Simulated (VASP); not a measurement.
Consider the following.

```yaml
crystal:
  lattice:
    - [4.11111, 0.00000, 0.00000]
    - [-2.05555, 3.56032, 0.00000]
    - [0.00000, 0.00000, 3.96400]
  atoms:
    - { symbol: Sm, position: [0.00000, 0.00000, 0.00000] }
    - { symbol: P, position: [0.66667, 0.33333, 0.50000] }
    - { symbol: Pt, position: [0.33333, 0.66667, 0.50000] }
```

The numbers are results of PBEsol GGA, VASP's PBE PAW potentials (set 64) (plane waves; VASP), not measurements. Run with 400 eV cut-off, Gaussian smearing of 0.050 eV, potentials Sm_3 P Pt.

The 4f electrons are frozen in the core of the lanthanide potential, so 4f levels, which can set the real gap, and their magnetism are missing.

### Question
Give the energies of bands 6 to 16 at the high-symmetry points, in eV from the Fermi level.

### Answer

```csv
band,Γ,M,K,A,L,H
6,-5.87,-6.61,-5.88,-6.10,-5.78,-6.53
7,-5.87,-4.62,-4.89,-6.10,-5.19,-4.72
8,-4.59,-4.41,-4.87,-5.03,-4.56,-4.15
9,-3.38,-4.10,-4.20,-3.84,-3.44,-3.94
10,-3.38,-3.78,-3.93,-3.84,-3.40,-2.98
11,-1.37,-3.74,-3.24,-2.46,-2.65,-2.81
12,-0.33,-1.20,-2.39,1.50,-2.49,-2.57
13,0.05,-0.44,0.57,1.50,-1.22,-1.36
14,0.05,0.74,0.93,2.32,-0.40,-0.02
15,2.43,3.59,2.36,2.75,3.71,4.12
16,3.27,3.88,2.45,2.80,4.09,4.40
```

It has no gap at this level: it comes out as a metal or semimetal.

The structure comes from a computed database's SmPPt entry (P-6m2); how it stands against other phases isn't given here. It was relaxed first.
